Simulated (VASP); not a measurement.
# NbSi (relaxed from the WC structure, space group P-6m2): computed properties

Calculation: PBEsol GGA, VASP's PBE PAW potentials (set 64) (plane waves; VASP 6.6.1).

```
Item                                                                                     Result
----------------------------------  -----------------------------------------------------------
space group                                                                         P-6m2 (187)
cell                                a = b = 2.9932 Å, c = 4.0511 Å, α = β = 90.00°, γ = 120.00°
volume per atom                                                                  15.72 Å^3/atom
band gap (over mesh and band path)                     none (metal, semimetal or under 0.01 eV)
density                                                                              6.39 g/cm³
```

```xyz
2
Lattice="2.9932 0.0000 0.0000 -1.4966 2.5922 0.0000 0.0000 0.0000 4.0511" Properties=species:S:1:pos:R:3 pbc="T T T"
Nb     0.0000     0.0000     4.0511
Si     1.4966     0.8641     2.0256
```

The structure was generated: NbSi was put into the WC type (P-6m2), which need not be its known phase. It was relaxed first, which changed the volume by -13 %. Symmetry was kept, so distortions that lower it aren't found. The electron count is odd and the run is not spin-polarised, which forces a metal.
